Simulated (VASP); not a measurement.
Method: MS2 meta-GGA, VASP's PBE PAW potentials (set 64) (plane waves; VASP 6.6.1).

A VASP calculation is set up with these files.

File POSCAR:
```
Se
1
    2.2004905212    -3.8113613693     0.0000000000
    2.2004905212     3.8113613693     0.0000000000
    0.0000000000     0.0000000000     4.8661544916
Se
3
Direct
  0.0000000000   0.2187454075   0.6666670000
  0.7812545925   0.7812545925   0.0000000000
  0.2187454075   0.0000000000   0.3333330000
```

### INCAR
```
ALGO = Normal
EDIFF = 1E-7
EDIFFG = -0.01
ENCUT = 520
IBRION = 2
ISIF = 4
ISMEAR = 0
LASPH = .TRUE.
LCHARG = .FALSE.
LMAXMIX = 4
LMIXTAU = .TRUE.
LREAL = .FALSE.
LWAVE = .FALSE.
METAGGA = MS2
NELM = 100
NSW = 30
PREC = Accurate
SIGMA = 0.05
SYSTEM = Se
```

**KPOINTS**
```
Automatic mesh
0
gamma
  6 6 5
0 0 0
```

POTCAR, in this order: Se (PBE.64 set). Program: vasp_std.

The run wrote:

File OUTCAR:
```
 ion  position               nearest neighbor table
   1  0.000  0.219  0.667-   2 2.33   3 2.33
   2  0.781  0.781  0.000-   1 2.33   3 2.33
   3  0.219  0.000  0.333-   2 2.33   1 2.33
  LATTYP: Found a hexagonal cell.
 ALAT       =     4.4009810294
 C/A-ratio  =     1.1056976749
 Subroutine PRICEL returns:
 Original cell was already a primitive cell.
 Subroutine GETGRP returns: Found  6 space group operations
The static configuration has the point symmetry C_2 .
 The point group associated with its full space group is D_3 .
The dynamic configuration has the point symmetry C_2 .
 Subroutine INISYM returns: Found  6 space group operations
 Subroutine IBZKPT returns following result:
 Found     27 irreducible k-points:

 Following reciprocal coordinates:
            Coordinates               Weight
  0.000000  0.000000  0.000000      1.000000
  0.166667  0.000000  0.000000      6.000000
  0.333333  0.000000  0.000000      6.000000
  0.500000  0.000000  0.000000      3.000000
  0.166667  0.166667  0.000000      6.000000
  0.333333  0.166667  0.000000     12.000000
  0.333333  0.333333  0.000000      2.000000
  0.000000  0.000000  0.200000      2.000000
  0.166667  0.000000  0.200000      6.000000
  0.000000  0.166667  0.200000      6.000000
  0.333333  0.000000  0.200000      6.000000
  0.000000  0.333333  0.200000      6.000000
  0.500000  0.000000  0.200000      6.000000
  0.166667  0.166667  0.200000     12.000000
  0.333333  0.166667  0.200000     12.000000
 -0.166667  0.500000  0.200000     12.000000
  0.333333  0.333333  0.200000      4.000000
  0.000000  0.000000  0.400000      2.000000
  0.166667  0.000000  0.400000      6.000000
  0.000000  0.166667  0.400000      6.000000
  0.333333  0.000000  0.400000      6.000000
  0.000000  0.333333  0.400000      6.000000
  0.500000  0.000000  0.400000      6.000000
  0.166667  0.166667  0.400000     12.000000
  0.333333  0.166667  0.400000     12.000000
 -0.166667  0.500000  0.400000     12.000000
  0.333333  0.333333  0.400000      4.000000
   k-points           NKPTS =     27   k-points in BZ     NKDIM =     27   number of bands    NBANDS=     13
   number of dos      NEDOS =    301   number of ions     NIONS =      3
   total plane-waves  NPLWV =  46656
   dimension x,y,z NGX =    36 NGY =   36 NGZ =   36
   dimension x,y,z NGXF=    72 NGYF=   72 NGZF=   72
   ions per type =               3
   PREC   = accura    normal or accurate (medium, high low for compatibility)
   ISTART =      0    job   : 0-new  1-cont  2-samecut
   ICHARG =      2    charge: 1-file 2-atom 10-const
   ISPIN  =      1    spin polarized calculation?
   LNONCOLLINEAR =      F non collinear calculations
   LSORBIT =      F    spin-orbit coupling
   INIWAV =      1    electr: 0-lowe 1-rand  2-diag
   ENCUT  =  520.0 eV  38.22 Ry    6.18 a.u.   8.18  8.18  9.05*2*pi/ulx,y,z
   NELM   =    100;   NELMIN=  2; NELMDL= -5     # of ELM steps
   EDIFF  = 0.1E-06   stopping-criterion for ELM
   LREAL  =      F    real-space projection
   NLSPLINE    = F    spline interpolate recip. space projectors
   LMAXMIX     =    4 max onsite mixed and CHGCAR
   VOSKOWN=      0    Vosko Wilk Nusair interpolation
   EDIFFG = -.1E-01   stopping-criterion for IOM
   NSW    =     30    number of steps for IOM
   NBLOCK =      1;   KBLOCK =     30    inner block; outer block
   IBRION =      2    ionic relax: 0-MD 1-quasi-New 2-CG
   NFREE  =      1    steps in history (QN), initial steepest desc. (CG)
   ISIF   =      4    stress and relaxation
   ISYM   =      2    0-nonsym 1-usesym 2-fastsym
   TEIN   =    0.0    initial temperature
   TEBEG  =    0.0;   TEEND  =   0.0 temperature during run
...
```

File OSZICAR:
```
       N       E                     dE             d eps       ncg     rms          rms(c)
DAV:   1     0.728007410818E+02    0.72801E+02   -0.71063E+03   702   0.110E+03
DAV:   2    -0.165361943643E+02   -0.89337E+02   -0.86112E+02   922   0.178E+02
DAV:   3    -0.221992782893E+02   -0.56631E+01   -0.56246E+01   857   0.516E+01
DAV:   4    -0.222436353334E+02   -0.44357E-01   -0.44297E-01   822   0.524E+00
DAV:   5    -0.222439375974E+02   -0.30226E-03   -0.30224E-03   882   0.428E-01    0.915E+00
DAV:   6    -0.140823936901E+02    0.81615E+01   -0.35010E+00   702   0.240E+01    0.446E+00
DAV:   7    -0.129745103948E+02    0.11079E+01   -0.19776E+00   702   0.150E+01    0.128E+00
DAV:   8    -0.131318920549E+02   -0.15738E+00   -0.19175E-01   752   0.467E+00    0.106E+00
DAV:   9    -0.131811203677E+02   -0.49228E-01   -0.27596E-01   702   0.579E+00    0.101E+00
DAV:  10    -0.131327831616E+02    0.48337E-01   -0.30466E-01   702   0.655E+00    0.265E-01
DAV:  11    -0.131385072036E+02   -0.57240E-02   -0.46533E-03   867   0.742E-01    0.137E-01
DAV:  12    -0.131390674508E+02   -0.56025E-03   -0.44127E-04   777   0.258E-01    0.125E-01
DAV:  13    -0.131387584988E+02    0.30895E-03   -0.31547E-03   712   0.633E-01    0.116E-01
DAV:  14    -0.131401923463E+02   -0.14338E-02   -0.31793E-03   707   0.670E-01    0.229E-01
DAV:  15    -0.131404598776E+02   -0.26753E-03   -0.14542E-04   792   0.150E-01    0.166E-01
DAV:  16    -0.131405221923E+02   -0.62315E-04   -0.43409E-05   752   0.661E-02    0.954E-02
DAV:  17    -0.131405360285E+02   -0.13836E-04   -0.38794E-05   752   0.661E-02    0.194E-02
DAV:  18    -0.131405521795E+02   -0.16151E-04   -0.13864E-05   722   0.436E-02    0.221E-02
DAV:  19    -0.131405544958E+02   -0.23164E-05   -0.81222E-06   742   0.311E-02    0.144E-02
DAV:  20    -0.131405570365E+02   -0.25407E-05   -0.13018E-06   742   0.145E-02    0.112E-02
DAV:  21    -0.131405568468E+02    0.18970E-06   -0.23058E-07   642   0.506E-03    0.693E-03
DAV:  22    -0.131405576279E+02   -0.78112E-06   -0.35148E-07   722   0.634E-03    0.115E-03
DAV:  23    -0.131405574843E+02    0.14365E-06   -0.21721E-08   366   0.189E-03    0.410E-04
DAV:  24    -0.131405575280E+02   -0.43659E-07   -0.46087E-09   366   0.815E-04
   1 F= -.13140558E+02 E0= -.13140558E+02  d E =-.131406E+02
       N       E                     dE             d eps       ncg     rms          rms(c)
DAV:   1    -0.131374761609E+02    0.30813E-02   -0.42826E+00   702   0.132E+01    0.123E+00
DAV:   2    -0.131818358098E+02   -0.44360E-01   -0.25910E-01   812   0.426E+00    0.300E-01
DAV:   3    -0.131828961310E+02   -0.10603E-02   -0.57844E-03   807   0.696E-01    0.230E-01
DAV:   4    -0.131833237072E+02   -0.42758E-03   -0.50504E-03   717   0.664E-01    0.957E-02
DAV:   5    -0.131831294990E+02    0.19421E-03   -0.21736E-03   712   0.571E-01    0.298E-02
DAV:   6    -0.131836414742E+02   -0.51198E-03   -0.92490E-04   732   0.369E-01    0.400E-02
DAV:   7    -0.131836898514E+02   -0.48377E-04   -0.57003E-05   832   0.769E-02    0.567E-03
DAV:   8    -0.131836821638E+02    0.76876E-05   -0.59923E-06   747   0.278E-02    0.565E-03
DAV:   9    -0.131836910015E+02   -0.88377E-05   -0.84048E-06   727   0.357E-02    0.210E-03
DAV:  10    -0.131836904594E+02    0.54209E-06   -0.72418E-07   742   0.908E-03    0.533E-04
DAV:  11    -0.131836906194E+02   -0.15995E-06   -0.38725E-08   441   0.244E-03    0.247E-04
DAV:  12    -0.131836900554E+02    0.56399E-06   -0.39615E-08   376   0.255E-03    0.246E-04
DAV:  13    -0.131836901482E+02   -0.92833E-07   -0.40234E-09   381   0.674E-04
   2 F= -.13183690E+02 E0= -.13183690E+02  d E =-.431326E-01
       N       E                     dE             d eps       ncg     rms          rms(c)
DAV:   1    -0.131834301385E+02    0.25992E-03   -0.55028E-02   702   0.150E+00    0.146E-01
DAV:   2    -0.131840583933E+02   -0.62825E-03   -0.33701E-03   787   0.493E-01    0.301E-02
DAV:   3    -0.131840712442E+02   -0.12851E-04   -0.74846E-05   817   0.803E-02    0.212E-02
DAV:   4    -0.131840719420E+02   -0.69783E-06   -0.60531E-05   717   0.730E-02    0.970E-03
DAV:   5    -0.131840737109E+02   -0.17689E-05   -0.23869E-05   702   0.607E-02    0.331E-03
DAV:   6    -0.131840772534E+02   -0.35426E-05   -0.10451E-05   732   0.400E-02    0.426E-03
DAV:   7    -0.131840789879E+02   -0.17344E-05   -0.97640E-07   817   0.108E-02    0.600E-04
DAV:   8    -0.131840783683E+02    0.61956E-06   -0.11979E-07   531   0.417E-03    0.771E-04
DAV:   9    -0.131840791236E+02   -0.75527E-06   -0.15304E-07   506   0.500E-03    0.191E-04
DAV:  10    -0.131840789698E+02    0.15372E-06   -0.12365E-08   371   0.108E-03    0.566E-05
DAV:  11    -0.131840790278E+02   -0.57963E-07   -0.82624E-10   381   0.308E-04
   3 F= -.13184079E+02 E0= -.13184079E+02  d E =-.435215E-01
       N       E                     dE             d eps       ncg     rms          rms(c)
DAV:   1    -0.131856587750E+02   -0.15798E-02   -0.54303E-02   707   0.143E+00    0.132E-01
DAV:   2    -0.131848224143E+02    0.83636E-03   -0.19576E-03   807   0.379E-01    0.642E-02
DAV:   3    -0.131851975254E+02   -0.37511E-03   -0.15264E-03   707   0.423E-01    0.337E-02
DAV:   4    -0.131852297044E+02   -0.32179E-04   -0.13171E-04   747   0.122E-01    0.173E-02
DAV:   5    -0.131852217530E+02    0.79514E-05   -0.43033E-05   712   0.770E-02    0.128E-02
DAV:   6    -0.131852325533E+02   -0.10800E-04   -0.28093E-05   702   0.652E-02    0.286E-03
DAV:   7    -0.131852363857E+02   -0.38324E-05   -0.39876E-06   772   0.272E-02    0.274E-03
DAV:   8    -0.131852355671E+02    0.81859E-06   -0.60960E-07   792   0.112E-02    0.122E-03
DAV:   9    -0.131852365371E+02   -0.96994E-06   -0.51295E-07   712   0.975E-03    0.111E-03
DAV:  10    -0.131852359094E+02    0.62766E-06   -0.15859E-07   486   0.619E-03    0.518E-04
DAV:  11    -0.131852362481E+02   -0.33868E-06   -0.29355E-08   366   0.232E-03    0.125E-04
DAV:  12    -0.131852360302E+02    0.21788E-06   -0.84641E-09   366   0.128E-03    0.124E-04
DAV:  13    -0.131852360555E+02   -0.25335E-07   -0.11295E-09   356   0.473E-04
   4 F= -.13185236E+02 E0= -.13185236E+02  d E =-.115703E-02
       N       E                     dE             d eps       ncg     rms          rms(c)
DAV:   1    -0.131879015664E+02   -0.26655E-02   -0.22311E-01   707   0.290E+00    0.268E-01
DAV:   2    -0.131844424832E+02    0.34591E-02   -0.80848E-03   812   0.769E-01    0.130E-01
DAV:   3    -0.131860216631E+02   -0.15792E-02   -0.62522E-03   707   0.854E-01    0.684E-02
DAV:   4    -0.131861495193E+02   -0.12786E-03   -0.53398E-04   747   0.245E-01    0.354E-02
DAV:   5    -0.131861118356E+02    0.37684E-04   -0.17698E-04   712   0.156E-01    0.259E-02
DAV:   6    -0.131861602016E+02   -0.48366E-04   -0.11425E-04   702   0.131E-01    0.566E-03
DAV:   7    -0.131861718236E+02   -0.11622E-04   -0.16001E-05   772   0.545E-02    0.545E-03
DAV:   8    -0.131861698967E+02    0.19269E-05   -0.30301E-06   767   0.252E-02    0.219E-03
DAV:   9    -0.131861723837E+02   -0.24870E-05   -0.24236E-06   712   0.213E-02    0.220E-03
DAV:  10    -0.131861712676E+02    0.11161E-05   -0.59825E-07   722   0.117E-02    0.986E-04
DAV:  11    -0.131861719149E+02   -0.64734E-06   -0.10049E-07   476   0.483E-03    0.247E-04
DAV:  12    -0.131861714952E+02    0.41972E-06   -0.32648E-08   366   0.248E-03    0.215E-04
DAV:  13    -0.131861715403E+02   -0.45109E-07   -0.41615E-09   366   0.925E-04
   5 F= -.13186172E+02 E0= -.13186172E+02  d E =-.209251E-02
```

OUTCAR:
```
------------------------ aborting loop because EDIFF is reached ----------------------------------------
  FORCE on cell =-STRESS in cart. coord.  units (eV):
  Direction    XX          YY          ZZ          XY          YZ          ZX
  --------------------------------------------------------------------------------------
  Total        0.3569613      0.3569613      0.3560097      0.0000000      0.0000000      0.0000000
  in kB        7.0067438      7.0067437      6.9880649      0.0000000      0.0000000      0.0000000
  external PRESSURE =       7.0005175 kB  Pullay stress =       0.0000000 kB
  volume of cell :       81.62
      direct lattice vectors                 reciprocal lattice vectors
     2.174344576 -3.766075262  0.000000000     0.229954353 -0.132764208 -0.000000000
     2.174344576  3.766075262 -0.000000000     0.229954353  0.132764208  0.000000000
     0.000000000 -0.000000000  4.983886675     0.000000000  0.000000000  0.200646617
 POSITION                                       TOTAL-FORCE (eV/Angst)
 -----------------------------------------------------------------------------------
      2.66672     -2.91325      3.32259         0.000465      0.000806      0.000000
      3.36394      0.00000      0.00000        -0.000931      0.000000     -0.000000
      2.66672      2.91325      1.66129         0.000465     -0.000806     -0.000000
 -----------------------------------------------------------------------------------
    total drift:                               -0.000208     -0.000442      0.000007
  FREE ENERGIE OF THE ION-ELECTRON SYSTEM (eV)
  ---------------------------------------------------
  free  energy   TOTEN  =       -13.1861715403 eV

  energy  without entropy=      -13.1861715403  energy(sigma->0) =      -13.18617154

 reached required accuracy - stopping structural energy minimisation
```
(Selected blocks of OUTCAR.)

**CONTCAR**
```
Se
   1.00000000000000
     2.1743445758041808   -3.7660752622524676    0.0000000000000000
     2.1743445758041808    3.7660752622524676   -0.0000000000000000
     0.0000000000000000   -0.0000000000000000    4.9838866750314805
  Se
     3
Direct
     0.9999999999998762    0.2264480456054695    0.6666669999999968
     0.7735519543946543    0.7735519543946543    0.0000000000000000
     0.2264480456054695    0.9999999999998762    0.3333330000000032
```

The compound is Se in the trig structure. This cell is one point of a volume scan, at 0.94 of the reference volume. Symmetry was kept, so distortions that lower it aren't found.
